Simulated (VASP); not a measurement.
Method: AM05 GGA, VASP's PBE PAW potentials (set 64) (plane waves; VASP).

VASP input:

File KPOINTS:
```
Automatic mesh
0
Gamma
10 10 3
0 0 0
```

### INCAR
```
ALGO = Normal
EDIFF = 1E-7
EDIFFG = -0.01
ENCUT = 520
GGA = AM
IBRION = 2
ISIF = 4
ISMEAR = 0
LASPH = T
LCHARG = F
LREAL = F
LWAVE = F
NELM = 100
NSW = 30
PREC = Accurate
SIGMA = 0.05
SYSTEM = C
```

File POSCAR:
```
C
1
    1.2055886702    -2.0881403459     0.0000000000
    1.2055886702     2.0881403459     0.0000000000
    0.0000000000     0.0000000000     8.1518320786
C
4
Direct
  0.0000000000   0.0000000000   0.2500000000
  0.0000000000   0.0000000000   0.7500000000
  0.3333330000   0.6666670000   0.2500000000
  0.6666670000   0.3333330000   0.7500000000
```

POTCAR, in this order: C (PBE.64 set). Program: vasp_std.

The resulting files:

OUTCAR:
```
 ion  position               nearest neighbor table
   1  0.000  0.000  0.250-   3 1.39   3 1.39   3 1.39
   2  0.000  0.000  0.750-   4 1.39   4 1.39   4 1.39
   3  0.333  0.667  0.250-   1 1.39   1 1.39   1 1.39
   4  0.667  0.333  0.750-   2 1.39   2 1.39   2 1.39
  LATTYP: Found a hexagonal cell.
 ALAT       =     2.4111769213
 C/A-ratio  =     3.3808519012
 Subroutine PRICEL returns:
 Original cell was already a primitive cell.
 Subroutine GETGRP returns: Found 24 space group operations
The static configuration has the point symmetry D_3d.
 The point group associated with its full space group is D_6h.
The dynamic configuration has the point symmetry D_3d.
 Subroutine INISYM returns: Found 24 space group operations
 Subroutine IBZKPT returns following result:
 Found     28 irreducible k-points:

 Following reciprocal coordinates:
            Coordinates               Weight
  0.000000  0.000000  0.000000      1.000000
  0.100000 -0.000000  0.000000      6.000000
  0.200000 -0.000000  0.000000      6.000000
  0.300000 -0.000000  0.000000      6.000000
  0.400000  0.000000  0.000000      6.000000
  0.500000  0.000000  0.000000      3.000000
  0.100000  0.100000  0.000000      6.000000
  0.200000  0.100000  0.000000     12.000000
  0.300000  0.100000  0.000000     12.000000
  0.400000  0.100000  0.000000     12.000000
  0.200000  0.200000  0.000000      6.000000
  0.300000  0.200000  0.000000     12.000000
  0.400000  0.200000  0.000000      6.000000
  0.300000  0.300000  0.000000      6.000000
  0.000000  0.000000  0.333333      2.000000
  0.100000 -0.000000  0.333333     12.000000
  0.200000 -0.000000  0.333333     12.000000
  0.300000 -0.000000  0.333333     12.000000
  0.400000  0.000000  0.333333     12.000000
  0.500000  0.000000  0.333333      6.000000
...
```

File OSZICAR:
```
       N       E                     dE             d eps       ncg     rms          rms(c)
DAV:   1     0.634443090580E+02    0.63444E+02   -0.80636E+03   672   0.120E+03
DAV:   2    -0.357537955770E+02   -0.99198E+02   -0.90180E+02   972   0.237E+02
DAV:   3    -0.407779730087E+02   -0.50242E+01   -0.49789E+01   852   0.561E+01
DAV:   4    -0.408517139509E+02   -0.73741E-01   -0.73643E-01   860   0.780E+00
DAV:   5    -0.408531934868E+02   -0.14795E-02   -0.14793E-02   836   0.108E+00    0.992E+00
DAV:   6    -0.386402043619E+02    0.22130E+01   -0.20545E+00   780   0.101E+01    0.582E+00
DAV:   7    -0.378829622184E+02    0.75724E+00   -0.24921E+00   776   0.112E+01    0.149E+00
DAV:   8    -0.378994065753E+02   -0.16444E-01   -0.90782E-02   764   0.216E+00    0.141E-01
DAV:   9    -0.378994294671E+02   -0.22892E-04   -0.18445E-03   836   0.348E-01    0.966E-02
DAV:  10    -0.379004612586E+02   -0.10318E-02   -0.16356E-03   736   0.301E-01    0.654E-02
DAV:  11    -0.379004701209E+02   -0.88623E-05   -0.18310E-05   896   0.375E-02    0.691E-03
DAV:  12    -0.379004767048E+02   -0.65838E-05   -0.51764E-06   800   0.194E-02    0.457E-03
DAV:  13    -0.379004771676E+02   -0.46282E-06   -0.54216E-07   856   0.636E-03    0.714E-04
DAV:  14    -0.379004771524E+02    0.15143E-07   -0.38015E-08   588   0.167E-03
   1 F= -.37900477E+02 E0= -.37900477E+02  d E =-.379005E+02
       N       E                     dE             d eps       ncg     rms          rms(c)
DAV:   1    -0.384501508133E+02   -0.54967E+00   -0.18589E+01   672   0.376E+01    0.261E+00
DAV:   2    -0.381510062186E+02    0.29914E+00   -0.37909E-01   728   0.486E+00    0.151E+00
DAV:   3    -0.380099916252E+02    0.14101E+00   -0.40310E-01   780   0.445E+00    0.392E-01
DAV:   4    -0.380120332719E+02   -0.20416E-02   -0.17689E-02   720   0.104E+00    0.118E-01
DAV:   5    -0.380110296054E+02    0.10037E-02   -0.34820E-03   792   0.424E-01    0.360E-02
DAV:   6    -0.380111360721E+02   -0.10647E-03   -0.20446E-04   800   0.105E-01    0.274E-02
DAV:   7    -0.380111534670E+02   -0.17395E-04   -0.83611E-05   800   0.758E-02    0.646E-03
DAV:   8    -0.380111537951E+02   -0.32811E-06   -0.26908E-06   836   0.134E-02    0.218E-03
DAV:   9    -0.380111538536E+02   -0.58498E-07   -0.15532E-07   600   0.325E-03
   2 F= -.38011154E+02 E0= -.38011154E+02  d E =-.110677E+00
       N       E                     dE             d eps       ncg     rms          rms(c)
DAV:   1    -0.380259977747E+02   -0.14844E-01   -0.45086E-01   672   0.573E+00    0.399E-01
DAV:   2    -0.380186047738E+02    0.73930E-02   -0.96904E-03   736   0.769E-01    0.234E-01
DAV:   3    -0.380149543461E+02    0.36504E-02   -0.11120E-02   792   0.733E-01    0.664E-02
DAV:   4    -0.380149646859E+02   -0.10340E-04   -0.38587E-04   748   0.151E-01    0.294E-02
DAV:   5    -0.380149704737E+02   -0.57877E-05   -0.39256E-05   772   0.570E-02    0.560E-03
DAV:   6    -0.380149726062E+02   -0.21325E-05   -0.19890E-06   816   0.113E-02    0.457E-03
DAV:   7    -0.380149742173E+02   -0.16111E-05   -0.23083E-06   748   0.133E-02    0.329E-04
DAV:   8    -0.380149741885E+02    0.28789E-07   -0.76118E-08   692   0.226E-03
   3 F= -.38014974E+02 E0= -.38014974E+02  d E =-.114497E+00
```

OUTCAR:
```
------------------------ aborting loop because EDIFF is reached ----------------------------------------
  FORCE on cell =-STRESS in cart. coord.  units (eV):
  Direction    XX          YY          ZZ          XY          YZ          ZX
  --------------------------------------------------------------------------------------
  Total        0.1035545      0.1035545      0.1161493      0.0000000      0.0000000      0.0000000
  in kB        4.0423653      4.0423632      4.5340156      0.0000000      0.0000000      0.0000000
  external PRESSURE =       4.2062480 kB  Pullay stress =       0.0000000 kB
  volume of cell :       41.04
      direct lattice vectors                 reciprocal lattice vectors
     1.229953513 -2.130341423  0.000000000     0.406519429 -0.234704163 -0.000000000
     1.229953513  2.130341423  0.000000000     0.406519429  0.234704163  0.000000000
     0.000000000 -0.000000000  7.832062750    -0.000000000  0.000000000  0.127680284
 POSITION                                       TOTAL-FORCE (eV/Angst)
 -----------------------------------------------------------------------------------
      0.00000     -0.00000      1.95802        -0.000000     -0.000000     -0.000000
      0.00000     -0.00000      5.87405        -0.000000      0.000000      0.000000
      1.22995      0.71012      1.95802         0.000000      0.000000      0.000000
      1.22995     -0.71012      5.87405         0.000000      0.000000      0.000000
 -----------------------------------------------------------------------------------
    total drift:                                0.000000     -0.000000      0.000000
  FREE ENERGIE OF THE ION-ELECTRON SYSTEM (eV)
  ---------------------------------------------------
  free  energy   TOTEN  =       -38.0149741885 eV

  energy  without entropy=      -38.0149741885  energy(sigma->0) =      -38.01497419

 reached required accuracy - stopping structural energy minimisation
```
(Selected blocks of OUTCAR.)

### CONTCAR
```
C
   1.00000000000000
     1.2299535127906660   -2.1303414231350928    0.0000000000000000
     1.2299535127906660    2.1303414231350928    0.0000000000000000
     0.0000000000000000   -0.0000000000000000    7.8320627497361279
  C
     4
Direct
     0.0000000000000000    0.0000000000000000    0.2500000000000000
     0.0000000000000000    0.0000000000000000    0.7500000000000000
     0.3333330000000032    0.6666669999999968    0.2500000000000000
     0.6666669999999968    0.3333330000000032    0.7500000000000000
```

Without a dispersion term in the relaxation, distances and binding between the weakly bound layers, chains or molecules are unreliable, and so is what depends on them.

The compound is C in the graphite structure. This cell is one point of a volume scan, at 0.94 of the reference volume. Symmetry was kept, so distortions that lower it aren't found.
